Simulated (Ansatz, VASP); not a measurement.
# H107C58N29O10: VASP beside Ansatz, part 2 of 2

Wanted: the spread between two codes on one cell, functional and k mesh. The cell is taken from a series of runs on this material, whose earlier steps may have relaxed, scaled, displaced or heated it; both programs get it as it stands.

VASP 6.6.1 and Ansatz 0.2.0.

So far. Step 2 (VASP: single point, r2SCAN with D3(BJ)): The run ends at a pressure of -2.07 GPa, with forces up to 4.6 eV/Å.

### 3. Ansatz: single point, r2SCAN with D3(BJ)

Level of this step: Ansatz beside VASP: Kohn-Sham DFT, plane waves, r2SCAN with D3(BJ) (Ansatz).

Ansatz runs on its default PAW (the set named soft_2) files.

The same cell, functional and mesh now go to Ansatz, which takes its cutoff from its data sets.

input.yaml reads:

```yaml
crystal:
  lattice:
    - [14.39531, 0.0, 0.0]
    - [0.0, 14.39531, 0.0]
    - [0.0, 0.0, 14.39531]
  atoms:
    - { symbol: C, position: [0.77804, 0.00555, 0.74371] }
    - { symbol: C, position: [0.73705, 0.92998, 0.69246] }
    - { symbol: "N", position: [0.71374, 0.86371, 0.6505] }
    - { symbol: H, position: [0.85346, 0.99642, 0.76143] }
    - { symbol: H, position: [0.77782, 0.06852, 0.70134] }
    - { symbol: H, position: [0.7448, 0.01437, 0.80998] }
    - { symbol: C, position: [0.81171, 0.44262, 0.45492] }
    - { symbol: C, position: [0.82102, 0.3478, 0.48218] }
    - { symbol: "N", position: [0.82335, 0.2717, 0.51145] }
    - { symbol: H, position: [0.75047, 0.47015, 0.48594] }
    - { symbol: H, position: [0.87264, 0.48412, 0.47927] }
    - { symbol: H, position: [0.80099, 0.44892, 0.37713] }
    - { symbol: C, position: [0.45696, 0.65753, 0.84509] }
    - { symbol: C, position: [0.41982, 0.64361, 0.9338] }
    - { symbol: "N", position: [0.39391, 0.63229, 0.00949] }
    - { symbol: H, position: [0.53734, 0.65699, 0.84225] }
    - { symbol: H, position: [0.42948, 0.596, 0.80812] }
    - { symbol: H, position: [0.42997, 0.71614, 0.81042] }
    - { symbol: C, position: [0.94425, 0.22862, 0.26493] }
    - { symbol: C, position: [0.96853, 0.31775, 0.22637] }
    - { symbol: "N", position: [0.97614, 0.39027, 0.19416] }
    - { symbol: H, position: [0.93111, 0.23847, 0.34177] }
    - { symbol: H, position: [0.88168, 0.19783, 0.23996] }
    - { symbol: H, position: [0.00294, 0.17664, 0.25424] }
    - { symbol: C, position: [0.74822, 0.07024, 0.99682] }
    - { symbol: C, position: [0.72242, 0.1501, 0.05541] }
    - { symbol: "N", position: [0.70019, 0.21213, 0.09909] }
    - { symbol: H, position: [0.78669, 0.02294, 0.03605] }
    - { symbol: H, position: [0.68692, 0.03434, 0.96394] }
    - { symbol: H, position: [0.78887, 0.09874, 0.94076] }
    - { symbol: C, position: [0.92302, 0.8053, 0.56515] }
    - { symbol: C, position: [0.97471, 0.71552, 0.55003] }
    - { symbol: "N", position: [0.01297, 0.64604, 0.53639] }
    - { symbol: H, position: [0.95866, 0.86674, 0.60018] }
    - { symbol: H, position: [0.89825, 0.83214, 0.50122] }
    - { symbol: H, position: [0.87232, 0.80172, 0.61705] }
    - { symbol: C, position: [0.0826, 0.34375, 0.74343] }
    - { symbol: C, position: [0.06834, 0.31216, 0.83941] }
    - { symbol: "N", position: [0.0619, 0.28619, 0.91736] }
    - { symbol: H, position: [0.14879, 0.37447, 0.7324] }
    - { symbol: H, position: [0.0656, 0.2849, 0.69652] }
    - { symbol: H, position: [0.03223, 0.39562, 0.73102] }
    - { symbol: C, position: [0.10468, 0.51861, 0.01576] }
    - { symbol: C, position: [0.17238, 0.51884, 0.93527] }
    - { symbol: "N", position: [0.22071, 0.5258, 0.86789] }
    - { symbol: H, position: [0.08829, 0.58778, 0.03898] }
    - { symbol: H, position: [0.0414, 0.48403, 0.9962] }
    - { symbol: H, position: [0.13107, 0.48196, 0.07658] }
    - { symbol: C, position: [0.14341, 0.02957, 0.60347] }
    - { symbol: C, position: [0.20864, 0.09201, 0.55504] }
    - { symbol: "N", position: [0.25921, 0.14116, 0.51288] }
    - { symbol: H, position: [0.17928, 0.96327, 0.62513] }
    - { symbol: H, position: [0.12555, 0.06061, 0.66517] }
    - { symbol: H, position: [0.08273, 0.01793, 0.55729] }
    - { symbol: C, position: [0.52342, 0.5596, 0.21687] }
    - { symbol: C, position: [0.53446, 0.52912, 0.31412] }
    - { symbol: "N", position: [0.55107, 0.50085, 0.38638] }
    - { symbol: H, position: [0.49577, 0.50858, 0.16788] }
    - { symbol: H, position: [0.47047, 0.61634, 0.21923] }
    - { symbol: H, position: [0.58691, 0.5851, 0.18552] }
    - { symbol: C, position: [0.82829, 0.39877, 0.01265] }
    - { symbol: C, position: [0.79232, 0.45114, 0.09244] }
    - { symbol: "N", position: [0.7739, 0.49963, 0.15465] }
    - { symbol: H, position: [0.90173, 0.4216, 0.01305] }
    - { symbol: H, position: [0.83159, 0.32228, 0.0229] }
    - { symbol: H, position: [0.80401, 0.41048, 0.93907] }
    - { symbol: C, position: [0.16404, 0.9926, 0.28473] }
    - { symbol: C, position: [0.11484, 0.01087, 0.19638] }
    - { symbol: "N", position: [0.06131, 0.01476, 0.13334] }
    - { symbol: H, position: [0.22711, 0.94944, 0.27122] }
    - { symbol: H, position: [0.18494, 0.05822, 0.31716] }
    - { symbol: H, position: [0.12504, 0.95065, 0.33519] }
    - { symbol: C, position: [0.60493, 0.71942, 0.43712] }
    - { symbol: C, position: [0.69951, 0.69602, 0.40346] }
    - { symbol: "N", position: [0.77794, 0.68006, 0.38603] }
    - { symbol: H, position: [0.60524, 0.76881, 0.49914] }
    - { symbol: H, position: [0.57016, 0.75321, 0.3739] }
    - { symbol: H, position: [0.56614, 0.65996, 0.46166] }
    - { symbol: C, position: [0.26251, 0.80636, 0.09851] }
    - { symbol: C, position: [0.31547, 0.79671, 0.18511] }
    - { symbol: "N", position: [0.35871, 0.78668, 0.25258] }
    - { symbol: H, position: [0.29871, 0.79768, 0.03083] }
    - { symbol: H, position: [0.2118, 0.74616, 0.09641] }
    - { symbol: H, position: [0.22313, 0.87135, 0.10549] }
    - { symbol: C, position: [0.32443, 0.37424, 0.31157] }
    - { symbol: C, position: [0.27044, 0.41157, 0.38987] }
    - { symbol: "N", position: [0.22943, 0.43786, 0.4531] }
    - { symbol: H, position: [0.27926, 0.32597, 0.26743] }
    - { symbol: H, position: [0.33704, 0.43279, 0.26571] }
    - { symbol: H, position: [0.38952, 0.34125, 0.33596] }
    - { symbol: C, position: [0.27015, 0.25152, 0.01974] }
    - { symbol: C, position: [0.31021, 0.19062, 0.09265] }
    - { symbol: "N", position: [0.34119, 0.13742, 0.14657] }
    - { symbol: H, position: [0.31271, 0.31448, 0.0112] }
    - { symbol: H, position: [0.2775, 0.21931, 0.94982] }
    - { symbol: H, position: [0.19557, 0.27228, 0.02805] }
    - { symbol: C, position: [0.42406, 0.01832, 0.36213] }
    - { symbol: C, position: [0.44303, 0.93818, 0.42327] }
    - { symbol: "N", position: [0.45024, 0.87224, 0.47364] }
    - { symbol: H, position: [0.42357, 0.08372, 0.40404] }
    - { symbol: H, position: [0.46864, 0.01688, 0.29875] }
    - { symbol: H, position: [0.3517, 0.01231, 0.33738] }
    - { symbol: C, position: [0.86607, 0.90378, 0.27961] }
    - { symbol: C, position: [0.92979, 0.84615, 0.22858] }
    - { symbol: "N", position: [0.98312, 0.79744, 0.1939] }
    - { symbol: H, position: [0.88661, 0.91134, 0.35051] }
    - { symbol: H, position: [0.86683, 0.9674, 0.2451] }
    - { symbol: H, position: [0.79701, 0.87303, 0.27227] }
    - { symbol: C, position: [0.71085, 0.32852, 0.74082] }
    - { symbol: C, position: [0.77476, 0.27312, 0.79464] }
    - { symbol: "N", position: [0.81925, 0.22149, 0.8384] }
    - { symbol: H, position: [0.7136, 0.40017, 0.75593] }
    - { symbol: H, position: [0.71703, 0.32184, 0.66529] }
    - { symbol: H, position: [0.64081, 0.30455, 0.75486] }
    - { symbol: C, position: [0.9284, 0.853, 0.98797] }
    - { symbol: C, position: [0.93142, 0.82799, 0.89274] }
    - { symbol: "N", position: [0.93348, 0.80848, 0.8137] }
    - { symbol: H, position: [0.89916, 0.80072, 0.03529] }
    - { symbol: H, position: [0.99593, 0.87342, 0.01192] }
    - { symbol: H, position: [0.88698, 0.91335, 0.99525] }
    - { symbol: C, position: [0.44804, 0.08202, 0.65815] }
    - { symbol: C, position: [0.3848, 0.06683, 0.73905] }
    - { symbol: "N", position: [0.34466, 0.04462, 0.80775] }
    - { symbol: H, position: [0.44949, 0.15229, 0.6337] }
    - { symbol: H, position: [0.51963, 0.07033, 0.67356] }
    - { symbol: H, position: [0.43657, 0.03888, 0.59103] }
    - { symbol: C, position: [0.49145, 0.35572, 0.94259] }
    - { symbol: C, position: [0.55208, 0.43463, 0.92198] }
    - { symbol: "N", position: [0.60682, 0.49546, 0.91441] }
    - { symbol: H, position: [0.48909, 0.33093, 0.01777] }
    - { symbol: H, position: [0.42144, 0.37565, 0.92095] }
    - { symbol: H, position: [0.51038, 0.29401, 0.90125] }
    - { symbol: C, position: [0.32862, 0.48753, 0.65248] }
    - { symbol: C, position: [0.41234, 0.43691, 0.68757] }
    - { symbol: "N", position: [0.47607, 0.3964, 0.72103] }
    - { symbol: H, position: [0.26459, 0.45221, 0.65575] }
    - { symbol: H, position: [0.31499, 0.5498, 0.69173] }
    - { symbol: H, position: [0.3333, 0.5049, 0.57646] }
    - { symbol: C, position: [0.13639, 0.71215, 0.76058] }
    - { symbol: C, position: [0.21395, 0.74662, 0.70622] }
    - { symbol: "N", position: [0.28141, 0.76891, 0.66863] }
    - { symbol: H, position: [0.07586, 0.745, 0.72966] }
    - { symbol: H, position: [0.12168, 0.63786, 0.76065] }
    - { symbol: H, position: [0.14448, 0.73301, 0.83275] }
    - { symbol: C, position: [0.56265, 0.28153, 0.40776] }
    - { symbol: C, position: [0.59882, 0.20374, 0.4634] }
    - { symbol: "N", position: [0.63496, 0.13982, 0.49975] }
    - { symbol: H, position: [0.6141, 0.33882, 0.41232] }
    - { symbol: H, position: [0.53627, 0.26413, 0.33823] }
    - { symbol: H, position: [0.50461, 0.30886, 0.44742] }
    - { symbol: C, position: [0.24342, 0.7206, 0.43619] }
    - { symbol: C, position: [0.19202, 0.80488, 0.46396] }
    - { symbol: "N", position: [0.16096, 0.8762, 0.48403] }
    - { symbol: H, position: [0.3164, 0.7299, 0.46058] }
    - { symbol: H, position: [0.22229, 0.6625, 0.48362] }
    - { symbol: H, position: [0.24012, 0.70388, 0.36158] }
    - { symbol: C, position: [0.61552, 0.77728, 0.06097] }
    - { symbol: C, position: [0.6718, 0.79645, 0.97884] }
    - { symbol: "N", position: [0.72012, 0.81122, 0.91636] }
    - { symbol: H, position: [0.60863, 0.71019, 0.08748] }
    - { symbol: H, position: [0.63641, 0.82208, 0.11618] }
    - { symbol: H, position: [0.5459, 0.80616, 0.04156] }
    - { symbol: C, position: [0.03888, 0.5842, 0.30797] }
    - { symbol: C, position: [0.12946, 0.58461, 0.26697] }
    - { symbol: "N", position: [0.20031, 0.58373, 0.23185] }
    - { symbol: H, position: [0.025, 0.65439, 0.32557] }
    - { symbol: H, position: [0.98704, 0.56474, 0.26143] }
    - { symbol: H, position: [0.03096, 0.54757, 0.37821] }
    - { symbol: C, position: [0.79093, 0.62456, 0.73355] }
    - { symbol: C, position: [0.8828, 0.58813, 0.75448] }
    - { symbol: "N", position: [0.95209, 0.56869, 0.787] }
    - { symbol: H, position: [0.79826, 0.66339, 0.66882] }
    - { symbol: H, position: [0.74795, 0.56581, 0.72373] }
    - { symbol: H, position: [0.77309, 0.66926, 0.79372] }
    - { symbol: O, position: [0.56814, 0.88168, 0.80374] }
    - { symbol: H, position: [0.53816, 0.87132, 0.74194] }
    - { symbol: H, position: [0.62956, 0.84928, 0.80541] }
    - { symbol: O, position: [0.72869, 0.97608, 0.43441] }
    - { symbol: H, position: [0.71122, 0.04332, 0.43453] }
    - { symbol: H, position: [0.67802, 0.93894, 0.46405] }
    - { symbol: O, position: [0.46643, 0.97424, 0.94965] }
    - { symbol: H, position: [0.40763, 0.98928, 0.91586] }
    - { symbol: H, position: [0.50722, 0.9354, 0.90899] }
    - { symbol: O, position: [0.71645, 0.30917, 0.27053] }
    - { symbol: H, position: [0.7488, 0.36932, 0.25783] }
    - { symbol: H, position: [0.72017, 0.26856, 0.2143] }
    - { symbol: O, position: [0.45163, 0.83858, 0.66252] }
    - { symbol: H, position: [0.46208, 0.84741, 0.59441] }
    - { symbol: H, position: [0.3845, 0.82497, 0.67407] }
    - { symbol: O, position: [0.89762, 0.08565, 0.49754] }
    - { symbol: H, position: [0.84061, 0.04929, 0.48164] }
    - { symbol: H, position: [0.88461, 0.15349, 0.49016] }
    - { symbol: O, position: [0.31083, 0.49454, 0.11154] }
    - { symbol: H, position: [0.2695, 0.52327, 0.15942] }
    - { symbol: H, position: [0.34007, 0.54454, 0.07319] }
    - { symbol: O, position: [0.96088, 0.12829, 0.01928] }
    - { symbol: H, position: [0.99093, 0.17604, 0.97875] }
    - { symbol: H, position: [0.00986, 0.0889, 0.04887] }
    - { symbol: O, position: [0.49824, 0.95894, 0.13074] }
    - { symbol: H, position: [0.47609, 0.97319, 0.06646] }
    - { symbol: H, position: [0.47434, 0.00714, 0.17468] }
    - { symbol: O, position: [0.04588, 0.42938, 0.55029] }
    - { symbol: H, position: [0.03888, 0.49735, 0.56281] }
    - { symbol: H, position: [0.09636, 0.41952, 0.5036] }
kpoints:
  mp_grid: { grid: [1, 1, 1] }
hamiltonian:
  xc: r2scan
  dispersion: d3bj
scf:
  occupations: { method: fixed }
output:
  forces: true
  stress: true
  populations: true
  dos:
    method: { smearing: { sigma: 0.15 } }
    de: 0.1
    projected: { site_lists: { C: [C], H: [H], "N": ["N"], O: [O] } }
  eigenvalues: true
```

Run with:

```sh
$ ansatz run input.yaml --threads 4 --pin off --max-ram 8192MiB --backend cpu --events-out ev --progress --plain --runs-dir out
```

Numbers of over 12 decimals in the logs are rounded to 6 here.

What it wrote:

```text
Warning: the engine holds no damping parameters fitted to this dispersion correction and functional, so the run takes those fitted to r2scan beside the three-body term, which d3bj leaves out (hamiltonian.dispersion, under Limitations)
Engine: ansatz 0.2.0, x86_64-unknown-linux-gnu
Pseudopotentials: kind: paw
Pseudopotential: C, paw, valence charge 4, recommended cutoff 500 eV (meta_gga), C.paw.azcp
Pseudopotential: N, paw, valence charge 5, recommended cutoff 500 eV (meta_gga), N.paw.azcp
Pseudopotential: H, paw, valence charge 1, recommended cutoff 500 eV (meta_gga), H.paw.azcp
Pseudopotential: O, paw, valence charge 6, recommended cutoff 500 eV (meta_gga), O.paw.azcp
Functional definition: r2SCAN
  parameter k0 = 0.174
  parameter k1 = 0.065
  parameter a1 = 4.9479
  exchange = r2scan_x(k0 = k0, k1 = k1, a1 = a1)
  correlation = r2scan_c
Crystal: 204 atoms, lattice volume = 2983.067 Å³
Basis set: ecut = 500 eV, 75445 PW (Γ), exchange–correlation on 432×432×432 points (64 copies of the dense FFT grid, shifted against one another)
Bands: 476, of which v1, the nominal top of the filled ones, is band 272 counted from 1 (271 counted from 0)
Symmetry: 1 space group operations
Space group: P1 (ITA 1), of the structure as read, at distance tolerance 1.4e-4 Å
k-points: 1
Non-local potential: C, projectors of the file, l = 0: 2, l = 1: 2, l = 2: 1
Non-local potential: N, projectors of the file, l = 0: 2, l = 1: 2, l = 2: 1
Non-local potential: H, projectors of the file, l = 0: 2, l = 1: 1
Non-local potential: O, projectors of the file, l = 0: 2, l = 1: 2, l = 2: 1
PAW form: soft (Blöchl's): semilocal exchange-correlation on the pseudo side does not see the compensation charge
PAW frozen core: C, regenerated for the run's functional (the file was generated under x = pbe(κ = 0.804, μ = 0.219515), c = pbe(β = 0.066725))
PAW frozen core: N, regenerated for the run's functional (the file was generated under x = pbe(κ = 0.804, μ = 0.219515), c = pbe(β = 0.066725))
PAW frozen core: O, regenerated for the run's functional (the file was generated under x = pbe(κ = 0.804, μ = 0.219515), c = pbe(β = 0.066725))
PAW one-centre angular grid: C, 302 points (default); XC on 239 of its mesh's 2573 points in the sphere
PAW one-centre angular grid: N, 302 points (default); XC on 160 Gauss nodes
PAW one-centre angular grid: H, 302 points (default); XC on 160 Gauss nodes
PAW one-centre angular grid: O, 302 points (default); XC on 160 Gauss nodes
Initial density: superposition of atomic densities (neutral atoms: chi_scale 0, normalization atom), corrected by the library's trained network
Initial wavefunctions: pseudopotential atomic-orbital guess
Functional: x = r2scan, c = r2scan; τ floored in thin density (d = 2e-4 eV/Å³)
SCF iter   1: F=—  HF=-33147.391903 eV  |F-HF|=—  |Δ(HF+E_count)|=         —  Δρ=6.43e-3  dr2=1.40e0  dr2_τ=1.86e1  ethr=1.77e-3  ⟨swp⟩=5.0  Hψ=1640  notcnv=0  defer=199
preconditioner: auto → Resta (q_TF=auto, 2.055 Å⁻¹)  ε∞=2.1  [insulator: Δε(μ)=4.807 eV  Ē_g=14.819 eV  n_scr=460 (ndim 8)  ℏωp=15.6 eV  f_vac=0.303  ε∞_Penn≈2.1]
SCF iter   2: F=—  HF=-33144.883486 eV  |F-HF|=—  |Δ(HF+E_count)|=    2.51e0  Δρ=4.20e-3  dr2=3.85e-1  dr2_τ=8.56e-2  ethr=2.57e-4  ⟨swp⟩=3.0  Hψ=826  notcnv=0  defer=202
SCF iter   3: F=—  HF=-33144.827309 eV  |F-HF|=—  |Δ(HF+E_count)|=   5.62e-2  Δρ=1.79e-3  dr2=8.93e-2  dr2_τ=1.01e-2  ethr=7.07e-5  ⟨swp⟩=3.0  Hψ=537  notcnv=0  defer=202
SCF iter   4: F=—  HF=-33144.833811 eV  |F-HF|=—  |Δ(HF+E_count)|=   6.50e-3  Δρ=8.18e-4  dr2=2.28e-2  dr2_τ=1.01e-3  ethr=1.64e-5  ⟨swp⟩=3.0  Hψ=514  notcnv=0  defer=202
SCF iter   5: F=—  HF=-33144.839274 eV  |F-HF|=—  |Δ(HF+E_count)|=   5.46e-3  Δρ=3.01e-4  dr2=4.20e-3  dr2_τ=4.37e-4  ethr=4.20e-6  ⟨swp⟩=3.0  Hψ=552  notcnv=0  defer=202
SCF iter   6: F=—  HF=-33144.841531 eV  |F-HF|=—  |Δ(HF+E_count)|=   2.26e-3  Δρ=1.12e-4  dr2=4.93e-4  dr2_τ=5.10e-5  ethr=7.73e-7  ⟨swp⟩=2.0  Hψ=807  notcnv=0  defer=202
SCF iter   7: F=—  HF=-33144.842445 eV  |F-HF|=—  |Δ(HF+E_count)|=   9.14e-4  Δρ=5.76e-5  dr2=1.07e-4  dr2_τ=1.32e-5  ethr=9.06e-8  ⟨swp⟩=2.0  Hψ=553  notcnv=0  defer=201
SCF iter   8: F=—  HF=-33144.842697 eV  |F-HF|=—  |Δ(HF+E_count)|=   2.52e-4  Δρ=1.76e-5  dr2=1.29e-5  dr2_τ=1.61e-6  ethr=1.97e-8  ⟨swp⟩=2.0  Hψ=553  notcnv=0  defer=201
SCF iter   9: F=—  HF=-33144.845539 eV  |F-HF|=—  |Δ(HF+E_count)|=   2.84e-3  Δρ=1.15e-5  dr2=5.16e-6  dr2_τ=6.63e-7  ethr=2.38e-9  ⟨swp⟩=2.0  Hψ=738  notcnv=0  defer=201
SCF iter  10: F=—  HF=-33144.845543 eV  |F-HF|=—  |Δ(HF+E_count)|=   4.56e-6  Δρ=3.36e-6  dr2=4.63e-7  dr2_τ=4.49e-8  ethr=9.49e-10  ⟨swp⟩=2.0  Hψ=541  notcnv=0  defer=201
SCF iter  11: F=—  HF=-33144.845546 eV  |F-HF|=—  |Δ(HF+E_count)|=   2.17e-6  Δρ=1.95e-6  dr2=1.49e-7  dr2_τ=1.47e-8  ethr=1.84e-11  ⟨swp⟩=17.0  Hψ=3712  notcnv=0
[...]
--- Löwdin populations: 204 sites ---
  site symbol       q [e]
     0      C      4.4786
     1      C      3.7492
     2      N      5.2549
     3      H      0.7513
     4      H      0.7400
     5      H      0.7620
     6      C      4.4699
     7      C      3.7427
     8      N      5.2300
     9      H      0.7407
    10      H      0.7503
    11      H      0.7617
    12      C      4.4668
    13      C      3.7200
    14      N      5.2382
    15      H      0.7525
    16      H      0.7557
    17      H      0.7322
    18      C      4.4643
    19      C      3.7557
    20      N      5.2349
    21      H      0.7630
    22      H      0.7421
    23      H      0.7742
[...]
196      H      0.6040
   197      H      0.6170
   198      O      6.7653
   199      H      0.6028
   200      H      0.6209
   201      O      6.7461
   202      H      0.6040
   203      H      0.6006
  spilling = 0.015689 (of n_electrons = 544.000000)
```

In the SCF lines HF is the Harris–Foulkes energy and dr2 the Hartree energy of the density residual, in eV; the loop may stop once dr2 is under the threshold and the program's other checks hold. Hψ counts applications of the Hamiltonian.

### 4. Comparison

Known differences besides the potentials themselves: VASP keeps PBE cores, Ansatz makes them for the functional; fixed occupations in Ansatz, narrow Gaussian smearing in VASP; the cutoff is 500 eV in Ansatz and 520 eV in VASP (PREC = Accurate, projectors in real space). Total energies have different zeros and are not compared.

Compared:

| quantity | Ansatz | VASP | difference |
| --- | --- | --- | --- |
| pressure (GPa) | -2.38 | -2.07 | -0.30 |
| gap on the k mesh (eV) | 5.070 | 5.051 | +0.019 |

Forces on 10 of the 204 atoms, those with the largest forces and the largest differences (eV/Å; atoms numbered as in POSCAR):

| atom | Ansatz x, y, z | VASP x, y, z |
| --- | --- | --- |
| C10 | 0.241, -2.357, -1.602 | 0.460, -2.965, -2.035 |
| C34 | -0.056, -2.936, 2.158 | -0.093, -2.623, 1.914 |
| C58 | -1.695, 0.942, 0.100 | -2.381, 1.135, -0.221 |
| N63 | -0.326, 1.314, 1.015 | -0.534, 1.926, 1.466 |
| N66 | -2.496, -0.565, 3.696 | -2.251, -0.529, 3.354 |
| N70 | 3.115, -0.101, 3.002 | 2.825, -0.060, 2.650 |
| N75 | -0.188, 3.950, -3.069 | -0.148, 3.629, -2.795 |
| N79 | 1.537, 1.310, -3.259 | 1.324, 1.180, -2.869 |
| N81 | -2.801, 1.841, -1.676 | -2.447, 1.615, -1.489 |
| N87 | 2.057, -0.921, 0.472 | 2.742, -1.113, 0.792 |

The forces differ by 183 meV/Å r.m.s., which is 19.3 % of the r.m.s. force of 0.95 eV/Å (both taken over all components). A gap on the mesh is an upper bound, since the band edges may lie between its points.

### 5. Results

```yaml
r_m_s_force_difference_single_point_r2scan_with_d3_bj: 19 % of the r.m.s. force
```

What this shows: The r.m.s. force difference is 19 % of the r.m.s. force (single point, r2SCAN with D3(BJ)), beyond the 3 % picked in this series as the mark of a large difference. What causes the difference of the single point, r2SCAN with D3(BJ) pair stays open here. How closely two codes agree says nothing of how well the functional describes the real material.

[Lines on the potential files, build, host, timing and source positions are cut from VASP's logs without a mark.]

[Logs are printed without paths, hosts, clocks, repeated set-up lines and the standing remarks that a program may print on its own settings, such as how far it seeks lower states.]

[Hosts, paths, dates, database ids (printed as entryN), source tags and the programs' standing remarks are cut or masked in the printed files.]
